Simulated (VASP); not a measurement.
Data:

```
BaS
1.0
    0.00000     3.25890     3.25890
    3.25890     0.00000     3.25890
    3.25890     3.25890     0.00000
Ba S
1 1
Direct
  0.00000   0.00000   0.00000
  0.50000   0.50000   0.50000
```

The numbers are results of PBE GGA, VASP's PBE PAW potentials (set 64) (plane waves; VASP), not measurements. Settings: 520 eV cut-off, 6×6×6 Γ-centred mesh, Gaussian smearing of 0.050 eV, potentials Ba_sv S.

Unless said otherwise, spin-orbit coupling is left out, though it shifts the bands of the heavy elements here.

Q: Estimate the energy per atom (σ→0), pressure, band gap (on the k-mesh) with the smallest direct gap where there is one.

A: 
- band gap (on the k-mesh) = 2.20 eV
- smallest direct gap (on the k-mesh) = 2.36 eV
- energy per atom (σ→0) = -491.5 kJ/mol of atoms
- pressure = -1.11 GPa

Total energies compare only between runs with the same potentials, cut-off and functional.

The compound is BaS in the rock salt structure. The cell was not relaxed at this level. The run is one of a series of settings (ENCUT = 520 against the base run), some of them coarse on purpose.
